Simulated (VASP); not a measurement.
OSZICAR of a VASP run on ZnS (zinc blende):

File OSZICAR:
```
       N       E                     dE             d eps       ncg     rms          rms(c)
DAV:   1     0.886624238124E+02    0.88662E+02   -0.88659E+03   754   0.156E+03
DAV:   2    -0.120482105206E+01   -0.89867E+02   -0.85344E+02   834   0.282E+02
DAV:   3    -0.720341346000E+01   -0.59986E+01   -0.59742E+01   919   0.727E+01
DAV:   4    -0.727776944399E+01   -0.74356E-01   -0.74335E-01   854   0.864E+00
DAV:   5    -0.727899131456E+01   -0.12219E-02   -0.12219E-02   924   0.110E+00    0.682E+00
DAV:   6    -0.686738599906E+01    0.41161E+00   -0.95748E-01  1130   0.364E+01    0.527E+00
DAV:   7    -0.685189694077E+01    0.15489E-01   -0.33048E-01   784   0.561E+00    0.268E+00
DAV:   8    -0.685142325665E+01    0.47368E-03   -0.55068E-03   884   0.703E-01    0.771E-01
DAV:   9    -0.685172369851E+01   -0.30044E-03   -0.10936E-03   837   0.313E-01    0.122E-01
DAV:  10    -0.685186735925E+01   -0.14366E-03   -0.14320E-04   864   0.127E-01    0.564E-02
DAV:  11    -0.685188920941E+01   -0.21850E-04   -0.33483E-05   827   0.759E-02    0.743E-03
DAV:  12    -0.685189041459E+01   -0.12052E-05   -0.27774E-06   885   0.192E-02    0.521E-03
DAV:  13    -0.685189029516E+01    0.11943E-06   -0.30476E-07   855   0.127E-02    0.546E-04
DAV:  14    -0.685189027588E+01    0.19274E-07   -0.82988E-08   580   0.261E-03
   1 F= 0.68858591E+00 E0= 0.68858591E+00  d E =0.688586E+00
       N       E                     dE             d eps       ncg     rms          rms(c)
DAV:   1    -0.120920505069E+03   -0.11407E+03   -0.76226E+02   899   0.458E+02    0.135E+02
DAV:   2    -0.706597009038E+02    0.50261E+02   -0.15211E+03   767   0.908E+02    0.814E+01
DAV:   3    -0.107126662754E+02    0.59947E+02   -0.20853E+02   844   0.149E+02    0.366E+01
DAV:   4    -0.203206018177E+01    0.86806E+01   -0.27901E+01   943   0.122E+02    0.226E+01
DAV:   5    -0.174703549756E+01    0.28502E+00   -0.48134E+00   904   0.352E+01    0.274E+01
DAV:   6    -0.177763374700E+01   -0.30598E-01   -0.32134E-01   799   0.507E+00    0.296E+01
DAV:   7    -0.185237132956E+01   -0.74738E-01   -0.29027E+00  1030   0.512E+01    0.438E+01
DAV:   8    -0.194744366279E+01   -0.95072E-01   -0.99192E-01   904   0.391E+01    0.539E+01
DAV:   9    -0.195441637838E+01   -0.69727E-02   -0.65141E-02   794   0.274E+00    0.582E+01
DAV:  10    -0.198992563205E+01   -0.35509E-01   -0.42821E-02  1072   0.705E+00    0.580E+01
DAV:  11    -0.193445353600E+01    0.55472E-01   -0.75782E-03   869   0.102E+00    0.493E+01
DAV:  12    -0.176108703911E+01    0.17337E+00   -0.12071E-01   799   0.304E+00    0.273E+01
DAV:  13    -0.170231724718E+01    0.58770E-01   -0.38368E-02   844   0.174E+00    0.174E+01
DAV:  14    -0.166359391809E+01    0.38723E-01   -0.38444E-02   789   0.160E+00    0.851E+00
DAV:  15    -0.165095844143E+01    0.12635E-01   -0.29071E-02   819   0.137E+00    0.132E+00
DAV:  16    -0.165055350277E+01    0.40494E-03   -0.22200E-03   954   0.435E-01    0.453E-01
DAV:  17    -0.165057617688E+01   -0.22674E-04   -0.12594E-04   814   0.118E-01    0.425E-01
DAV:  18    -0.165056534421E+01    0.10833E-04   -0.17885E-05   899   0.101E-01    0.138E-01
DAV:  19    -0.165056257501E+01    0.27692E-05   -0.52877E-06   882   0.380E-02    0.204E-02
DAV:  20    -0.165056228945E+01    0.28557E-06   -0.11036E-06   879   0.103E-02    0.592E-03
DAV:  21    -0.165056235523E+01   -0.65785E-07   -0.38478E-08   412   0.167E-03
   2 F= 0.24983856E+01 E0= 0.24983856E+01  d E =0.180980E+01
       N       E                     dE             d eps       ncg     rms          rms(c)
DAV:   1    -0.274198302623E+02   -0.25769E+02   -0.34121E+02   809   0.599E+02    0.331E+01
DAV:   2    -0.106542379110E+02    0.16766E+02   -0.40992E+01   874   0.126E+02    0.185E+01
DAV:   3    -0.704696902390E+01    0.36073E+01   -0.58689E+00   904   0.605E+01    0.105E+01
DAV:   4    -0.642008147139E+01    0.62689E+00   -0.13610E+00   884   0.188E+01    0.305E+00
DAV:   5    -0.631738010134E+01    0.10270E+00   -0.14864E-01   904   0.163E+01    0.748E-01
DAV:   6    -0.631427292858E+01    0.31072E-02   -0.51840E-02   899   0.456E+00    0.302E-01
DAV:   7    -0.631318164353E+01    0.10913E-02   -0.35789E-03   997   0.190E+00    0.619E-02
DAV:   8    -0.631331185626E+01   -0.13021E-03   -0.68125E-04   774   0.290E-01    0.408E-02
DAV:   9    -0.631332915540E+01   -0.17299E-04   -0.46160E-05   889   0.944E-02    0.152E-02
DAV:  10    -0.631332951335E+01   -0.35795E-06   -0.15409E-05   909   0.151E-01    0.670E-03
DAV:  11    -0.631332902493E+01    0.48842E-06   -0.42974E-06   884   0.695E-02    0.177E-03
DAV:  12    -0.631332904750E+01   -0.22571E-07   -0.39137E-07   804   0.692E-03
   3 F= -.27863191E+00 E0= -.27863191E+00  d E =-.967218E+00
       N       E                     dE             d eps       ncg     rms          rms(c)
DAV:   1    -0.627608678133E+01    0.37242E-01   -0.56942E-01   904   0.203E+01    0.162E+00
DAV:   2    -0.623386296950E+01    0.42224E-01   -0.15475E-01   899   0.153E+01    0.674E-01
DAV:   3    -0.622890518593E+01    0.49578E-02   -0.60044E-03  1028   0.163E+00    0.313E-01
DAV:   4    -0.622754588676E+01    0.13593E-02   -0.17595E-03   909   0.658E-01    0.152E-01
DAV:   5    -0.622745525454E+01    0.90632E-04   -0.15121E-04  1141   0.202E-01    0.810E-02
DAV:   6    -0.622741301275E+01    0.42242E-04   -0.53824E-05  1108   0.154E-01    0.121E-02
DAV:   7    -0.622741384802E+01   -0.83526E-06   -0.13870E-05   797   0.407E-02    0.518E-03
DAV:   8    -0.622741359986E+01    0.24816E-06   -0.62506E-07   824   0.108E-02    0.259E-03
DAV:   9    -0.622741349548E+01    0.10438E-06   -0.19228E-08   387   0.145E-03    0.797E-04
DAV:  10    -0.622741350863E+01   -0.13146E-07   -0.69332E-09   392   0.296E-03
   4 F= -.28723039E+00 E0= -.28723039E+00  d E =-.975816E+00
       N       E                     dE             d eps       ncg     rms          rms(c)
DAV:   1    -0.619573553799E+01    0.31678E-01   -0.11869E-01   904   0.936E+00    0.737E-01
DAV:   2    -0.618697919614E+01    0.87563E-02   -0.31180E-02   899   0.682E+00    0.309E-01
DAV:   3    -0.618595119146E+01    0.10280E-02   -0.11735E-03   981   0.654E-01    0.144E-01
DAV:   4    -0.618567099344E+01    0.28020E-03   -0.33511E-04   904   0.288E-01    0.677E-02
DAV:   5    -0.618565373971E+01    0.17254E-04   -0.29568E-05  1131   0.883E-02    0.360E-02
DAV:   6    -0.618564654163E+01    0.71981E-05   -0.10698E-05  1103   0.674E-02    0.495E-03
DAV:   7    -0.618564658655E+01   -0.44913E-07   -0.26599E-06   784   0.176E-02    0.231E-03
DAV:   8    -0.618564645238E+01    0.13416E-06   -0.10299E-07   405   0.417E-03    0.970E-04
DAV:   9    -0.618564642222E+01    0.30165E-07   -0.95818E-09   387   0.138E-03
   5 F= -.28816350E+00 E0= -.28816350E+00  d E =-.976749E+00
```

Task: Which electronic solver shows in the log?

Result: It is blocked Davidson (ALGO = Normal, or the opening steps of other solvers). The INCAR had ALGO = Normal.

Task: Can the final energy be trusted as converged?

Result: Self-consistency was reached. It stopped with EDIFF = 1E-7, NELM = 100, NSW = 40 and EDIFFG = -0.01 after 5 ionic steps (PBE GGA, plane waves, VASP's PBE PAW potentials (set 64)). Energy and stress use the plane-wave basis of the starting cell.

The compound is ZnS in the zinc blende structure. This run relaxes it under an external pressure of 30 GPa. Symmetry was kept, so distortions that lower it aren't found.
